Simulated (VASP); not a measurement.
Output of a VASP run:

**OSZICAR**
```
...
DAV:   7    -0.398612327227E+02   -0.21043E-05   -0.12866E-05  2392   0.301E-02    0.639E-03
DAV:   8    -0.398612323535E+02    0.36914E-06   -0.56324E-06  2400   0.171E-02    0.144E-03
DAV:   9    -0.398612323608E+02   -0.72728E-08   -0.32032E-07  1992   0.463E-03
   5 F= -.40982662E+02 E0= -.40982662E+02  d E =-.161451E-01
       N       E                     dE             d eps       ncg     rms          rms(c)
DAV:   1    -0.398591553847E+02    0.20770E-02   -0.85567E-01  2224   0.112E+01    0.187E-01
DAV:   2    -0.398638529116E+02   -0.46975E-02   -0.54857E-02  2000   0.171E+00    0.119E-01
DAV:   3    -0.398638729376E+02   -0.20026E-04   -0.19806E-03  2696   0.313E-01    0.704E-02
DAV:   4    -0.398638177861E+02    0.55152E-04   -0.23972E-04  2664   0.159E-01    0.286E-02
DAV:   5    -0.398638161006E+02    0.16855E-05   -0.63389E-05  2512   0.673E-02    0.109E-02
DAV:   6    -0.398638158771E+02    0.22354E-06   -0.54103E-06  2648   0.230E-02    0.605E-03
DAV:   7    -0.398638158216E+02    0.55473E-07   -0.14559E-06  2400   0.100E-02    0.258E-03
DAV:   8    -0.398638158744E+02   -0.52770E-07   -0.24727E-07  1576   0.495E-03
   6 F= -.40985025E+02 E0= -.40985025E+02  d E =-.236225E-02
       N       E                     dE             d eps       ncg     rms          rms(c)
DAV:   1    -0.398563604856E+02    0.74553E-02   -0.16161E+00  2224   0.154E+01    0.255E-01
DAV:   2    -0.398652612016E+02   -0.89007E-02   -0.10354E-01  1992   0.235E+00    0.160E-01
DAV:   3    -0.398653042916E+02   -0.43090E-04   -0.37993E-03  2688   0.429E-01    0.948E-02
DAV:   4    -0.398651981043E+02    0.10619E-03   -0.45047E-04  2656   0.219E-01    0.353E-02
DAV:   5    -0.398651968770E+02    0.12273E-05   -0.11309E-04  2424   0.890E-02    0.148E-02
DAV:   6    -0.398651963747E+02    0.50234E-06   -0.86135E-06  2720   0.296E-02    0.822E-03
DAV:   7    -0.398651962676E+02    0.10707E-06   -0.27281E-06  2424   0.140E-02    0.334E-03
DAV:   8    -0.398651963286E+02   -0.60983E-07   -0.50605E-07  2048   0.677E-03
   7 F= -.40986139E+02 E0= -.40986139E+02  d E =-.347633E-02
       N       E                     dE             d eps       ncg     rms          rms(c)
DAV:   1    -0.398651082057E+02    0.88062E-04   -0.86630E-02  1928   0.285E+00    0.102E-01
DAV:   2    -0.398654168325E+02   -0.30863E-03   -0.43349E-03  2112   0.481E-01    0.695E-02
DAV:   3    -0.398653696003E+02    0.47232E-04   -0.21753E-04  2608   0.121E-01    0.343E-02
DAV:   4    -0.398653520063E+02    0.17594E-04   -0.84405E-05  2496   0.821E-02    0.103E-02
DAV:   5    -0.398653509042E+02    0.11021E-05   -0.13452E-05  2344   0.333E-02    0.528E-03
DAV:   6    -0.398653506705E+02    0.23373E-06   -0.14082E-06  2520   0.989E-03    0.268E-03
DAV:   7    -0.398653506724E+02   -0.19559E-08   -0.43128E-07  2136   0.554E-03
   8 F= -.40986214E+02 E0= -.40986214E+02  d E =-.749201E-04
       N       E                     dE             d eps       ncg     rms          rms(c)
DAV:   1    -0.398653252549E+02    0.25416E-04   -0.55470E-03  1920   0.721E-01    0.258E-02
DAV:   2    -0.398653448652E+02   -0.19610E-04   -0.27525E-04  2096   0.121E-01    0.175E-02
DAV:   3    -0.398653417383E+02    0.31269E-05   -0.13930E-05  2616   0.305E-02    0.860E-03
DAV:   4    -0.398653405475E+02    0.11907E-05   -0.53369E-06  2488   0.207E-02    0.256E-03
DAV:   5    -0.398653404617E+02    0.85898E-07   -0.83369E-07  2328   0.830E-03
   9 F= -.40986223E+02 E0= -.40986223E+02  d E =-.843491E-04
```

### OUTCAR
```
------------------------ aborting loop because EDIFF is reached ----------------------------------------
  Edisp (eV):   -1.12088
  FORCE on cell =-STRESS in cart. coord.  units (eV):
  Direction    XX          YY          ZZ          XY          YZ          ZX
  --------------------------------------------------------------------------------------
  Total       3.23440     3.23440     3.19789     0.00000     0.00000     0.00000
  in kB      83.74490    83.74490    82.79950     0.00000     0.00000     0.00000
  external pressure =       83.43 kB  Pullay stress =        0.00 kB
  volume of cell :       61.88
      direct lattice vectors                 reciprocal lattice vectors
     3.944092560  0.000000000  0.000000000     0.253543745  0.000000000  0.000000000
     0.000000000  3.944092560  0.000000000     0.000000000  0.253543745  0.000000000
     0.000000000  0.000000000  3.977885212     0.000000000 -0.000000000  0.251389858
 POSITION                                       TOTAL-FORCE (eV/Angst)
 -----------------------------------------------------------------------------------
      0.00000      0.00000      3.96964         0.000000      0.000000     -0.001117
      1.97205      1.97205      2.02636         0.000000     -0.000000      0.000308
      1.97205      1.97205      3.90661         0.000000      0.000000      0.006820
      0.00000      1.97205      1.93839         0.000000      0.000000     -0.003006
      1.97205      0.00000      1.93839         0.000000      0.000000     -0.003006
 -----------------------------------------------------------------------------------
    total drift:                                0.000000      0.000000      0.000865
  FREE ENERGIE OF THE ION-ELECTRON SYSTEM (eV)
  ---------------------------------------------------
  free  energy   TOTEN  =       -40.9862229763 eV

  energy  without entropy=      -40.9862229763  energy(sigma->0) =      -40.98622298

 reached required accuracy - stopping structural energy minimisation
```
(Selected blocks of OUTCAR.)

**POSCAR**
```
BaTiO3
1
    3.9022718219     0.0000000000     0.0000000000
    0.0000000000     3.9022718219     0.0000000000
    0.0000000000     0.0000000000     4.0636042685
Ba Ti O
1 1 3
Direct
  0.0000000000   0.0000000000   0.0068883892
  0.5000000000   0.5000000000   0.5254378931
  0.5000000000   0.5000000000   0.9657435521
  1.0000000000   0.5000000000   0.4829650828
  0.5000000000   0.0000000000   0.4829650828
```

**Question.** Reconstruct the remaining input files.

**Answer.** Several could match; the one computed here: the input of the run itself, PBE GGA with D4 dispersion, plane waves, VASP's PBE PAW potentials (set 64).

INCAR:
```
# general
SYSTEM =BaTiO3
PREC   =Accurate
ENCUT  =520
LREAL  =.FALSE.   # projection in real space or not
LASPH  =.TRUE.

# electronic loop
EDIFF  =1E-7   # SCF stop (eV)
NELM   =100   # most electronic steps
ALGO   =Normal   # blocked Davidson
LMAXMIX=4   # l cut-off of mixed one-centre charges

# smearing
ISMEAR =0   # Gaussian
SIGMA  =0.05

# functional
GGA    =PE   # PBE
IVDW   =13

# ions
IBRION =2   # conjugate gradients
NSW    =30   # most ionic steps
ISIF   =4
EDIFFG =-0.01   # ionic stop

# output
LWAVE  =.FALSE.
LCHARG =.FALSE.
```

KPOINTS:
```
Automatic mesh
0
Gamma
6 6 6
0 0 0
```

POTCAR, in this order: Ba_sv Ti_sv O (PBE.64 set). Program: vasp_std.

The compound is BaTiO3 in the tetragonal perovskite structure. This cell is one point of a volume scan, at 0.94 of the reference volume. Symmetry was kept, so distortions that lower it aren't found.
